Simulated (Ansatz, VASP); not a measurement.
# Al37SiP12O87 (glassy 76Al2O3-24P2O5 (mol %)) in two plane-wave programs

One calculation is typed for both programs; each brings its own data sets. How far apart do they land? Of the first pair: The structure shown is the start of the Ansatz relaxation below; VASP solves that cell, so the two are compared at the walk's first step.

Program: Ansatz 0.2.0. Level of theory: plane waves, with VASP 6.6.1 beside it; single point at PBE. Results are calculated unless marked as measured.

**1. Starting point**

The cell holds 137 atoms: 37 Al, 1 Si, 12 P and 87 O. Cell: a = 11.638 Å, b = 11.638 Å, c = 11.638 Å, α = 90.0°, β = 90.0°, γ = 90.0°. It derives from Al38P12O87 (glassy 76Al2O3-24P2O5 (mol %)). As first built, before any earlier steps moved the atoms (in the runner's words): 137 atoms (38 Al, 12 P, 87 O) placed at random at 2.77 g/cm^3, melted at 4000 K for 10 ps at fixed volume with the Morse and Coulomb pair potential with partial charges (Pedone, Malavasi, Menziani, Cormack and Segre, J. Phys. Chem. B 110, 11780 (2006)). Quenched from 4000 K to 300 K at 50 K/ps and fixed volume, held 10 ps at zero pressure. Nearest the centre at fractional (0.909, 0.449, 0.015): Si38 at 0.00 Å, O74 at 1.73 Å, O137 at 1.78 Å, O55 at 1.81 Å, O105 at 1.82 Å, O72 at 2.46 Å, Al29 at 2.78 Å, P46 at 2.89 Å.

**2. Ansatz: relaxation, PBE**

Ansatz runs on its default PAW (the set named soft_2) files.

The two programs are compared at the cell with which this relaxation starts, whose forces are those of its first step.

Input file input.yaml:

```yaml
crystal:
  lattice:
    - [11.63754, 0.0, 0.0]
    - [0.0, 11.63754, 0.0]
    - [0.0, 0.0, 11.63754]
  atoms:
    - { symbol: Al, position: [0.6855, 0.10193, 0.42801] }
    - { symbol: Al, position: [0.88152, 0.00754, 0.5714] }
    - { symbol: Al, position: [0.09422, 0.39791, 0.34351] }
[... 8 atom lines left out ...]
    - { symbol: Al, position: [0.50546, 0.21953, 0.33108] }
    - { symbol: Al, position: [0.8721, 0.70237, 0.1549] }
[... 5 atom lines left out ...]
    - { symbol: Al, position: [0.37047, 0.22164, 0.94245] }
[... 1 atom line left out ...]
    - { symbol: Al, position: [0.36472, 0.73531, 0.62062] }
[... 1 atom line left out ...]
    - { symbol: Al, position: [0.19697, 0.0137, 0.91756] }
[... 5 atom lines left out ...]
    - { symbol: Al, position: [0.87132, 0.25681, 0.61252] }
[... 2 atom lines left out ...]
    - { symbol: Al, position: [0.28767, 0.34325, 0.68421] }
[... 1 atom line left out ...]
    - { symbol: Al, position: [0.38107, 0.03147, 0.12601] }
[... 3 atom lines left out ...]
    - { symbol: Al, position: [0.43272, 0.79075, 0.04468] }
    - { symbol: P, position: [0.20917, 0.59378, 0.21169] }
[... 2 atom lines left out ...]
    - { symbol: P, position: [0.67676, 0.6233, 0.74438] }
[... 2 atom lines left out ...]
    - { symbol: P, position: [0.57234, 0.34025, 0.02698] }
    - { symbol: P, position: [0.85224, 0.25977, 0.86407] }
    - { symbol: P, position: [0.85055, 0.3198, 0.25342] }
[... 3 atom lines left out ...]
    - { symbol: O, position: [0.60978, 0.5864, 0.28808] }
[... 3 atom lines left out ...]
    - { symbol: O, position: [0.06356, 0.44337, 0.02405], spin: 0.6 }
    - { symbol: O, position: [0.85163, 0.78548, 0.79654] }
[... 2 atom lines left out ...]
    - { symbol: O, position: [0.72394, 0.71642, 0.15612] }
    - { symbol: O, position: [0.81628, 0.16348, 0.94491] }
[... 7 atom lines left out ...]
    - { symbol: O, position: [0.73594, 0.36959, 0.29993] }
    - { symbol: O, position: [0.94964, 0.35674, 0.33162] }
[... 1 atom line left out ...]
    - { symbol: O, position: [0.15812, 0.37605, 0.75509] }
    - { symbol: O, position: [0.98273, 0.54816, 0.84403] }
[... 1 atom line left out ...]
    - { symbol: O, position: [0.86679, 0.37062, 0.13427], spin: 0.6 }
    - { symbol: O, position: [0.60889, 0.45147, 0.08945] }
[... 1 atom line left out ...]
    - { symbol: O, position: [0.76726, 0.59621, 0.6497] }
[... 2 atom lines left out ...]
    - { symbol: O, position: [0.98366, 0.26192, 0.85255] }
    - { symbol: O, position: [0.93699, 0.40182, 0.65198] }
[... 2 atom lines left out ...]
    - { symbol: O, position: [0.23412, 0.29689, 0.97429] }
[... 5 atom lines left out ...]
    - { symbol: O, position: [0.85202, 0.18766, 0.25344] }
[... 7 atom lines left out ...]
    - { symbol: O, position: [0.734, 0.60873, 0.86316] }
[... 3 atom lines left out ...]
    - { symbol: O, position: [0.9269, 0.65296, 0.28506] }
[... 1 atom line left out ...]
    - { symbol: O, position: [0.19268, 0.33092, 0.24038] }
    - { symbol: O, position: [0.89108, 0.6028, 0.03651], spin: 0.6 }
[... 3 atom lines left out ...]
    - { symbol: O, position: [0.05862, 0.20492, 0.08619] }
[... 6 atom lines left out ...]
    - { symbol: O, position: [0.11963, 0.53801, 0.29296] }
[... 3 atom lines left out ...]
    - { symbol: O, position: [0.79929, 0.23272, 0.74633] }
[... 2 atom lines left out ...]
    - { symbol: O, position: [0.14778, 0.64298, 0.10379] }
    - { symbol: O, position: [0.64754, 0.24194, 0.07396] }
[... 4 atom lines left out ...]
    - { symbol: O, position: [0.02257, 0.74379, 0.93001] }
    - { symbol: O, position: [0.58917, 0.36189, 0.89862] }
[... 3 atom lines left out ...]
    - { symbol: O, position: [0.93057, 0.83879, 0.14519] }
[... 1 atom line left out ...]
    - { symbol: O, position: [0.20367, 0.5944, 0.86592] }
    - { symbol: O, position: [0.82087, 0.37897, 0.91182], spin: 0.6 }
magnetization:
  spin_polarized: true
kpoints:
  mp_grid: { grid: [1, 1, 1] }
hamiltonian:
  xc: pbe
scf:
  occupations: { method: fermi_dirac, width: 0.025 }
  lower_state_search: "off"
output:
  forces: true
  eigenvalues: true
relax:
  f_tol: 0.05
  max_steps: 90
```

Launch:

```
$ ansatz run input.yaml --threads 4 --pin off --max-ram 8192MiB --backend cpu --events-out ev --progress --plain --runs-dir out
```

Numbers of over 12 decimals in the logs are rounded to 6 here.

Output:

```text
Engine: ansatz 0.2.0, aarch64-unknown-linux-gnu
Pseudopotentials: kind: paw
Pseudopotential: Al, paw, valence charge 3, recommended cutoff 420 eV (normal), Al.paw.azcp
Pseudopotential: Si, paw, valence charge 4, recommended cutoff 420 eV (normal), Si.paw.azcp
Pseudopotential: P, paw, valence charge 5, recommended cutoff 420 eV (normal), P.paw.azcp
Pseudopotential: O, paw, valence charge 6, recommended cutoff 420 eV (normal), O.paw.azcp
Functional definition: PBE
  parameter kappa = 0.804
  parameter beta = 0.066725
  exchange = pbe_x(kappa = kappa, mu = beta*pi^2/3)
  correlation = pbe_c(beta = beta)
Crystal: 137 atoms, lattice volume = 1576.099 Å³
Basis set: ecut = 420 eV, 31031 PW (Γ), exchange–correlation on 160×160×160 points (8 copies of the dense FFT grid, shifted against one another)
Bands: 487, of which v1, the nominal top of the filled ones, is band 349 counted from 1 (348 counted from 0)
Symmetry: 1 space group operations
Space group: P1 (ITA 1), of the structure as read, at distance tolerance 1.2e-4 Å
Magnetic group: BNS 1.1 (UNI 1), of the structure as read, at distance tolerance 1.2e-4 Å
k-points: 1
Non-local potential: Al, projectors of the file, l = 0: 2, l = 1: 2, l = 2: 1
Non-local potential: Si, projectors of the file, l = 0: 2, l = 1: 2, l = 2: 2
Non-local potential: P, projectors of the file, l = 0: 2, l = 1: 2, l = 2: 2
Non-local potential: O, projectors of the file, l = 0: 2, l = 1: 2, l = 2: 1
PAW form: soft (Blöchl's): semilocal exchange-correlation on the pseudo side does not see the compensation charge
PAW one-centre angular grid: Al, 110 points (default); XC on 64 Gauss nodes
PAW one-centre angular grid: Si, 110 points (default); XC on 64 Gauss nodes
PAW one-centre angular grid: P, 110 points (default); XC on 64 Gauss nodes
PAW one-centre angular grid: O, 110 points (default); XC on 64 Gauss nodes
Initial density: superposition of atomic densities (chi_scale 0.1, normalization cell, long waves kept (reshape's long-wave potential 0.58 eV rms))
Starting moments: Σ|m| = 3 μB on 5 of 137 sites
Initial wavefunctions: pseudopotential atomic-orbital guess
Functional: x = pbe(κ = 0.804, μ = 0.219515), c = pbe(β = 0.066725)
SCF iter   1: F=—  HF=-79181.417536 eV  |F-HF|=—  |Δ(HF+E_count)|=         —  Δρ=6.71e-2 (↑6.50e-2 ↓6.71e-2)  dr2=2.75e2  dr2_m=1.13e0  M=0.286 μB ∫|m|=0.597 μB  β_m=0.30  ethr=3.10e-3  ⟨swp⟩=7.5  Hψ=4788  notcnv=0  defer=79
preconditioner: auto → Kerker (q_TF=auto, 2.381 Å⁻¹)  [metal: Δε(μ)=0.029 eV  Ē_g=17.197 eV  σ=0.025 eV  W_gap=0.29  n_scr=364 (ndim 8)  ℏωp=24.6 eV  f_vac=0.021  D(μ)=18.37/eV (n_scr^D=80)]
spin=Collinear: Kerker preconditioning applied to the charge; magnetization (m = ρ↑ − ρ↓) channel mixes plain (no charge-response kernel on spin).
SCF iter   2: F=—  HF=-79127.121044 eV  |F-HF|=—  |Δ(HF+E_count)|=    5.43e1  Δρ=3.60e-2 (↑3.49e-2 ↓3.60e-2)  dr2=9.41e1  dr2_m=5.85e-1  M=0.320 μB ∫|m|=0.548 μB  β_m=0.30  ethr=3.10e-3  ⟨swp⟩=3.0  Hψ=1827  notcnv=0  defer=266
SCF iter   3: F=—  HF=-79105.725396 eV  |F-HF|=—  |Δ(HF+E_count)|=    2.14e1  Δρ=1.86e-2 (↑1.86e-2 ↓1.80e-2)  dr2=2.02e1  dr2_m=3.10e-1  M=0.407 μB ∫|m|=0.787 μB  β_m=0.30  ethr=3.10e-3  ⟨swp⟩=3.5  Hψ=1622  notcnv=0  defer=267
SCF iter   4: F=—  HF=-79102.871092 eV  |F-HF|=—  |Δ(HF+E_count)|=    2.85e0  Δρ=4.96e-3 (↑4.85e-3 ↓4.96e-3)  dr2=5.73e0  dr2_m=1.40e-1  M=0.616 μB ∫|m|=0.699 μB  β_m=0.30  ethr=2.90e-3  ⟨swp⟩=2.0  Hψ=1130  notcnv=0  defer=268
SCF iter   5: F=—  HF=-79102.676702 eV  |F-HF|=—  |Δ(HF+E_count)|=   1.94e-1  Δρ=4.76e-3 (↑4.71e-3 ↓4.76e-3)  dr2=4.51e0  dr2_m=7.17e-2  M=0.668 μB ∫|m|=0.736 μB  β_m=0.30  ethr=8.22e-4  ⟨swp⟩=2.5  Hψ=720  notcnv=0  defer=268
SCF iter   6: F=—  HF=-79101.914061 eV  |F-HF|=—  |Δ(HF+E_count)|=   7.63e-1  Δρ=3.07e-3 (↑3.07e-3 ↓2.88e-3)  dr2=1.75e0  dr2_m=3.46e-2  M=0.746 μB ∫|m|=0.802 μB  β_m=0.30  ethr=6.48e-4  ⟨swp⟩=4.0  Hψ=1132  notcnv=0  defer=268
SCF iter   7: F=—  HF=-79101.668357 eV  |F-HF|=—  |Δ(HF+E_count)|=   2.46e-1  Δρ=2.46e-3 (↑2.41e-3 ↓2.46e-3)  dr2=1.04e0  dr2_m=1.92e-2  M=0.802 μB ∫|m|=0.844 μB  β_m=0.30  ethr=2.50e-4  ⟨swp⟩=4.0  Hψ=1154  notcnv=0  defer=264
SCF iter   8: F=—  HF=-79101.574392 eV  |F-HF|=—  |Δ(HF+E_count)|=   9.40e-2  Δρ=1.93e-3 (↑1.84e-3 ↓1.93e-3)  dr2=6.30e-1  dr2_m=1.10e-2  M=0.846 μB ∫|m|=0.887 μB  β_m=0.30  ethr=1.49e-4  ⟨swp⟩=3.5  Hψ=738  notcnv=0  defer=264
SCF iter   9: F=—  HF=-79101.539094 eV  |F-HF|=—  |Δ(HF+E_count)|=   3.53e-2  Δρ=1.34e-3 (↑1.34e-3 ↓1.33e-3)  dr2=2.29e-1  dr2_m=6.40e-3  M=0.863 μB ∫|m|=0.906 μB  β_m=0.30  ethr=9.04e-5  ⟨swp⟩=5.0  Hψ=1242  notcnv=0  defer=264
Mixer restart at iter 9: flushing history
spin-set hold released at iteration 9 (site moments contracting): the magnetisation degrees of freedom join the quasi-Newton model from the next iteration; the mixer history was flushed
[...]
- { symbol: Al, position: [0.849610, 0.037401, 0.243834] }
    - { symbol: Al, position: [0.290867, 0.343109, 0.680752] }
    - { symbol: Al, position: [0.050797, 0.477630, 0.718211] }
    - { symbol: Al, position: [0.379337, 0.032554, 0.126108] }
    - { symbol: Al, position: [0.614179, 0.448881, 0.242884] }
    - { symbol: Al, position: [0.342474, 0.390229, 0.289639] }
    - { symbol: Al, position: [0.635445, 0.105972, 0.143010] }
    - { symbol: Al, position: [0.430746, 0.794436, 0.041750] }
    - { symbol: P, position: [0.209884, 0.591684, 0.208781] }
    - { symbol: P, position: [0.103417, 0.700726, 0.583545] }
    - { symbol: P, position: [0.921133, 0.667656, 0.412214] }
    - { symbol: P, position: [0.676439, 0.622371, 0.742454] }
    - { symbol: P, position: [0.618379, 0.708496, 0.231498] }
    - { symbol: P, position: [0.080979, 0.996260, 0.380302] }
    - { symbol: P, position: [0.574195, 0.341703, 0.028274] }
    - { symbol: P, position: [0.858773, 0.261080, 0.869417] }
    - { symbol: P, position: [0.849763, 0.323338, 0.260929] }
    - { symbol: P, position: [0.450885, 0.929992, 0.461722] }
    - { symbol: P, position: [0.424629, 0.508754, 0.510605] }
    - { symbol: P, position: [0.336825, 0.618232, 0.866844] }
    - { symbol: O, position: [0.601914, 0.589968, 0.289311] }
    - { symbol: O, position: [0.636776, 0.793822, 0.330257] }
    - { symbol: O, position: [0.381356, 0.288743, 0.796074] }
    - { symbol: O, position: [0.833695, 0.757843, 0.444978] }
    - { symbol: O, position: [0.053277, 0.437859, 0.026742] }
    - { symbol: O, position: [0.849777, 0.784434, 0.794233] }
    - { symbol: O, position: [0.532762, 0.018940, 0.075943] }
    - { symbol: O, position: [0.00963897, 0.024142, 0.262937] }
    - { symbol: O, position: [0.723660, 0.704826, 0.151220] }
    - { symbol: O, position: [0.820701, 0.165743, 0.949175] }
    - { symbol: O, position: [0.362433, 0.673765, 0.983087] }
    - { symbol: O, position: [0.992603, 0.967118, 0.470056] }
    - { symbol: O, position: [0.188728, 0.012768, 0.606006] }
    - { symbol: O, position: [0.128541, 0.922073, 0.814970] }
    - { symbol: O, position: [0.432175, 0.109383, 0.248823] }
    - { symbol: O, position: [0.237897, 0.069653, 0.207223] }
    - { symbol: O, position: [0.440687, 0.637121, 0.534271] }
    - { symbol: O, position: [0.735830, 0.375776, 0.302749] }
    - { symbol: O, position: [0.950405, 0.362344, 0.334122] }
    - { symbol: O, position: [0.373051, 0.453865, 0.623238] }
    - { symbol: O, position: [0.160907, 0.376122, 0.751291] }
    - { symbol: O, position: [0.988077, 0.549558, 0.838903] }
    - { symbol: O, position: [0.031961, 0.767984, 0.667546] }
    - { symbol: O, position: [0.865619, 0.376130, 0.138723] }
[...]
- { symbol: O, position: [0.596060, 0.363683, 0.900366] }
    - { symbol: O, position: [0.578881, 0.537917, 0.724999] }
    - { symbol: O, position: [0.688729, 0.964125, 0.862087] }
    - { symbol: O, position: [0.508507, 0.138597, 0.887683] }
    - { symbol: O, position: [0.930099, 0.831921, 0.143943] }
    - { symbol: O, position: [0.108087, 0.572998, 0.615292] }
    - { symbol: O, position: [0.206767, 0.589832, 0.863412] }
    - { symbol: O, position: [0.834144, 0.383170, 0.925732] }
```

The column dr2 measures how far the density is from self-consistency, as an energy; F and HF (Harris–Foulkes) agree once it is small.

**3. VASP: single point, PBE, start cell, pair 1**

The same cell, functional, mesh and smearing now go to VASP, with its own data sets.

Lines of VASP's logs that name or quote its potential files are left out, and so is its time.

Input file INCAR:

```
SYSTEM = Al37SiP12O87
PREC = Accurate
ENCUT = 520
EDIFF = 1E-06
NELM = 200
ISMEAR = -1
SIGMA = 0.025
LREAL = Auto
ALGO = Normal
GGA = PE
NBANDS = 444
ISPIN = 2
MAGMOM = -0 -0 -0 -0 -0 -0 -0 -0 -0 -0 -0 -0 -0 -0 -0 -0 -0 -0 -0 -0 -0 -0 -0 -0 -0 -0 -0 -0 -0 -0 -0 -0 -0 -0 -0 -0 -0 -0 -0 -0 -0 -0 -0 -0 -0 -0 -0 -0 -0 -0 -0 -0 -0 -0 -0 -0 -0 -0 -0 -0 -0 -0 -0 -0 -0 -0 -0 -0 -0 -0 -0 -0 -0 0 -0 -0 -0 -0 -0 -0 -0 -0 -0 -0 -0 -0 -0 -0 -0 -0 -0 -0 -0 -0 -0 -0 -0 -0 -0 -0 -0 -0 -0 -0 -0 -0 -0 -0 -0 -0 -0 -0 -0 -0 -0 -0 -0 -0 -0 -0 -0 -0 -0 -0 -0 -0 -0 -0 -0 -0 -0 -0 -0 -0 -0 -0 -0
LORBIT = 11
LWAVE = .FALSE.
LCHARG = .FALSE.
ISIF = 2
LASPH = .TRUE.
GGA_COMPAT = .FALSE.
```

Input file POSCAR:

```
Al37SiP12O87
1.0
   11.6375400000      0.0000000000      0.0000000000
    0.0000000000     11.6375400000      0.0000000000
    0.0000000000      0.0000000000     11.6375400000
Al Si P O
37 1 12 87
Direct
    0.6854971068      0.1019287581      0.4280114182
    0.8815179153      0.0075359569      0.5714008287
    0.0942209436      0.3979105550      0.3435090234
[... 8 atom lines left out ...]
    0.8721001174      0.7023735257      0.1549038714
    0.0096326200      0.8651398835      0.0241374036
[... 5 atom lines left out ...]
    0.1299759227      0.2720935868      0.8664288157
[... 1 atom line left out ...]
    0.8795759241      0.6600278066      0.8827638831
[... 1 atom line left out ...]
    0.1438276474      0.3289269038      0.0944099870
[... 5 atom lines left out ...]
    0.0899159101      0.5967412357      0.9663296539
[... 2 atom lines left out ...]
    0.0466077882      0.4766385336      0.7236065354
[... 1 atom line left out ...]
    0.6171665146      0.4454807459      0.2404460049
[... 3 atom lines left out ...]
    0.9086714202      0.4489178985      0.0151664355
    0.2091679169      0.5937766916      0.2116942240
[... 2 atom lines left out ...]
    0.6767581465      0.6233018318      0.7443841224
[... 2 atom lines left out ...]
    0.5723374528      0.3402523214      0.0269816473
    0.8522419687      0.2597713950      0.8640657734
    0.8505491710      0.3198012638      0.2534212557
[... 3 atom lines left out ...]
    0.6097766366      0.5864039995      0.2880763460
[... 3 atom lines left out ...]
    0.0635615431      0.4433668971      0.0240514748
    0.8516318741      0.7854838737      0.7965429120
[... 2 atom lines left out ...]
    0.7239416578      0.7164228866      0.1561240606
    0.8162807604      0.1634795670      0.9449076007
[... 7 atom lines left out ...]
    0.7359373201      0.3695884182      0.2999259294
    0.9496422784      0.3567420606      0.3316164756
[... 1 atom line left out ...]
    0.1581176090      0.3760502649      0.7550908525
    0.9827334643      0.5481570847      0.8440271741
[... 1 atom line left out ...]
    0.8667897167      0.3706195639      0.1342723634
    0.6088915699      0.4514699842      0.0894518945
[... 1 atom line left out ...]
    0.7672583725      0.5962084770      0.6496991632
[... 2 atom lines left out ...]
    0.9836614955      0.2619196153      0.8525513124
    0.9369935571      0.4018203160      0.6519762768
[... 2 atom lines left out ...]
    0.2341216443      0.2968926423      0.9742866620
[... 5 atom lines left out ...]
    0.8520185537      0.1876599350      0.2534384415
[... 7 atom lines left out ...]
    0.7340039218      0.6087283051      0.8631635208
[... 3 atom lines left out ...]
    0.9268969215      0.6529558652      0.2850602447
[... 1 atom line left out ...]
    0.1926781777      0.3309204523      0.2403772619
    0.8910817922      0.6027992170      0.0365111527
[... 3 atom lines left out ...]
    0.0586206363      0.2049230336      0.0861865996
[... 6 atom lines left out ...]
    0.1196300936      0.5380088919      0.2929571026
[... 3 atom lines left out ...]
    0.7992926340      0.2327210046      0.7463261136
[... 2 atom lines left out ...]
    0.1477803728      0.6429795300      0.1037934134
    0.6475423500      0.2419411663      0.0739589295
[... 4 atom lines left out ...]
    0.0225734992      0.7437912136      0.9300075445
    0.5891709073      0.3618891965      0.8986177491
[... 3 atom lines left out ...]
    0.9305660818      0.8387941094      0.1451939156
[... 1 atom line left out ...]
    0.2036684729      0.5944039720      0.8659218357
    0.8208693590      0.3789718446      0.9118164148
```

Input file KPOINTS:

```
Automatic mesh
0
Gamma
1 1 1
0 0 0
```

The projector-augmented-wave data sets are Al, Si, P and O (PBE family, release 64).

Launch:

```
$ export OMP_NUM_THREADS=3
$ mpirun -np 1 vasp_gam
```

Output:

```text
[banner, memory and clock lines left out]
running    1 mpi-ranks, on    1 nodes
[...]
Offloading initialized ...    1 GPUs detected
[...]
LDA part: xc-table for (Slater+PW92), standard interpolation
 POSCAR, INCAR and KPOINTS ok, starting setup
[...]
entering main loop
       N       E                     dE             d eps       ncg     rms          rms(c)
DAV:   1     0.625512150359E+04    0.62551E+04   -0.41697E+05  1800   0.155E+03
DAV:   2    -0.605560358256E+03   -0.68607E+04   -0.66375E+04  2176   0.377E+02
DAV:   3    -0.113557586912E+04   -0.53002E+03   -0.52609E+03  2080   0.111E+02
DAV:   4    -0.114612290789E+04   -0.10547E+02   -0.10501E+02  2144   0.168E+01
[...]
DAV:  20    -0.100147651339E+04    0.62153E-05   -0.55543E-05  2128   0.190E-02    0.135E-02
DAV:  21    -0.100147651252E+04    0.86917E-06   -0.28746E-05  2104   0.117E-02    0.936E-03
DAV:  22    -0.100147651273E+04   -0.20455E-06   -0.53698E-06  1936   0.415E-03
   1 F= -.10014765E+04 E0= -.10014592E+04  d E =-.346571E-01  mag=     0.0013
```

Parts of OUTCAR (step 3):

```text
 magnetization (x)
# of ion       s       p       d       tot
------------------------------------------
    1        0.000   0.000   0.000   0.000
    2        0.000  -0.000   0.000   0.000
    3        0.000  -0.000   0.000   0.000
    4        0.000  -0.000   0.000   0.000
    5        0.000  -0.000   0.000   0.000
    6        0.000   0.000   0.000   0.000
    7        0.000   0.000   0.000   0.000
    8        0.000   0.000   0.000   0.000
    9        0.000   0.000   0.000   0.000
   10        0.000   0.000   0.000   0.000
   11        0.000  -0.000   0.000   0.000
   12        0.000   0.000   0.000   0.000
   13        0.000   0.000   0.000   0.000
[...]
--------------------------------------------------
tot          0.001   0.000   0.000   0.002

[... 2 further parts left out ...]
[key lines of the parts left out:]
E-fermi :   6.8138
```

This run allows spin, but its moments start at zero, where symmetry between the spins tends to hold them. Its electron count is odd, so without a moment it is a metal by construction.

**4. Differences**

Known differences besides the potentials themselves: the cutoff is 420 eV in Ansatz and 520 eV in VASP (PREC = Accurate, projectors in real space). Total energies have different zeros and are not compared.

Forces on 8 of the 137 atoms, those with the largest forces and the largest differences (eV/Å; atoms numbered as in POSCAR):

| atom | Ansatz x, y, z | VASP x, y, z |
| --- | --- | --- |
| Al23 | 0.585, -0.699, 0.409 | 0.623, -0.708, 0.418 |
| P46 | 0.349, -1.758, -0.687 | 0.400, -1.897, -0.699 |
| P47 | -0.195, -0.894, 1.824 | -0.185, -0.934, 1.849 |
| O55 | -1.634, 0.096, 0.089 | -1.733, 0.123, 0.043 |
| O60 | 0.072, 0.435, -0.010 | 0.108, 0.554, -0.104 |
| O74 | 0.643, 1.345, -2.661 | 0.648, 1.377, -2.642 |
| O105 | 0.175, -1.331, 0.034 | 0.158, -1.526, -0.037 |
| O137 | 0.154, 1.313, 1.255 | 0.261, 1.418, 1.344 |

The forces differ by 40 meV/Å r.m.s., which is 13.6 % of the r.m.s. force of 0.295 eV/Å (both taken over all components). Moments aren't recorded for both runs of this pair, so they may hold unlike magnetic states.

(Part 1 of 2 ends here.)

[Lines on the potential files, build, host, timing and source positions are cut from VASP's logs without a mark.]

[Logs are printed without paths, hosts, clocks, repeated set-up lines and the standing remarks that a program may print on its own settings, such as how far it seeks lower states.]

[Hosts, paths, dates, database ids (printed as entryN), source tags and the programs' standing remarks are cut or masked in the printed files.]
